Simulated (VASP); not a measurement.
An input for Quantum ESPRESSO's pw.x (written as the equivalent of a VASP run, and not itself run):

```
&CONTROL
  calculation = 'scf'
  pseudo_dir = './pseudo'
  outdir = './out'
  tprnfor = .true.
  tstress = .true.
/
&SYSTEM
  ibrav = 0
  nat = 2
  ntyp = 2
  ecutwfc = 88
  occupations = 'smearing'
  smearing = 'gaussian'
  degauss = 0.003675
  input_dft = 'pbe'
/
&ELECTRONS
  conv_thr = 7.3e-09
  electron_maxstep = 100
/
ATOMIC_SPECIES
  Na 22.990 Na.upf
  Cl 35.450 Cl.upf
CELL_PARAMETERS angstrom
     0.0000000    2.8394557    2.8394557
     2.8394557    0.0000000    2.8394557
     2.8394557    2.8394557    0.0000000
ATOMIC_POSITIONS crystal
  Na   0.0000000  0.0000000  0.0000000
  Cl   0.5000000  0.5000000  0.5000000
K_POINTS automatic
  8 8 8 0 0 0
```

Question: Write the VASP files for the same calculation (PBE).

Answer: This is not unique; one that fits is 
**INCAR**
```
SYSTEM = NaCl
PREC = Accurate
ENCUT = 480
EDIFF = 1E-7
NELM = 100
ALGO = Normal
LREAL = .FALSE.
LASPH = .TRUE.
ISMEAR = 0
SIGMA = 0.05
GGA = PE
LWAVE = .FALSE.
LCHARG = .FALSE.
ISIF = 2
```

File KPOINTS:
```
kpoints
0
G
8 8 8
```

### POSCAR
```
NaCl
1
    0.0000000000     2.8394556738     2.8394556738
    2.8394556738     0.0000000000     2.8394556738
    2.8394556738     2.8394556738     0.0000000000
Na Cl
1 1
Direct
  0.0000000000   0.0000000000   0.0000000000
  0.5000000000   0.5000000000   0.5000000000
```

POTCAR, in this order: Na_pv Cl (PBE.64 set). Program: vasp_std.

Limits of the translation: the potentials are each code's own (VASP's PAW set, PseudoDojo norm-conserving files in pw.x), so ENCUT and ecutwfc are chosen apart and not converted; conv_thr bounds pw.x's estimated SCF error, while EDIFF bounds the energy change between steps.

The compound is NaCl in the rock salt structure. It was relaxed first.
